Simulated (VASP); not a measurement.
Consider the following.

```
Zn
1.0
    1.36437    -2.36316     0.00000
    1.36437     2.36316     0.00000
    0.00000     0.00000     4.98052
Zn
2
Direct
  0.33333   0.66667   0.25000
  0.66667   0.33333   0.75000
```

Computed with PW91 GGA, VASP's PBE PAW potentials (set 64) (plane waves; VASP 6.6.1). Run with 520 eV cut-off, 16×16×8 Γ-centred mesh, first-order Methfessel-Paxton smearing of 0.10 eV, potentials Zn.

### Question
The ions and cell shape at fixed volume are relaxed. What does this cell relax into?

### Answer

```
Zn
1.0
    1.34809    -2.33496     0.00000
    1.34809     2.33496     0.00000
    0.00000     0.00000     5.10158
Zn
2
Direct
  0.33333   0.66667   0.25000
  0.66667   0.33333   0.75000
```
Space group P6_3/mmc (194), at a tolerance of 0.03 Å.

### Question
How much energy does the relaxation gain?

### Answer
The energy (σ→0) changes by -3.2 meV/atom, in 5 ionic steps.

```tsv
step	E(σ→0) (eV)	max force (eV/Å)	pressure (GPa)	volume (Å³)
1	-2.2008	0.000	-3.63	32.12
2	-2.2048	0.000	-3.52	32.12
3	-2.2066	0.000	-3.32	32.12
4	-2.2063	0.000	-2.89	32.12
5	-2.2073	0.000	-3.16	32.12
```

The compound is Zn in the hcp structure. This cell is one point of a volume scan, at 1.06 of the reference volume. Symmetry was kept, so distortions that lower it aren't found.
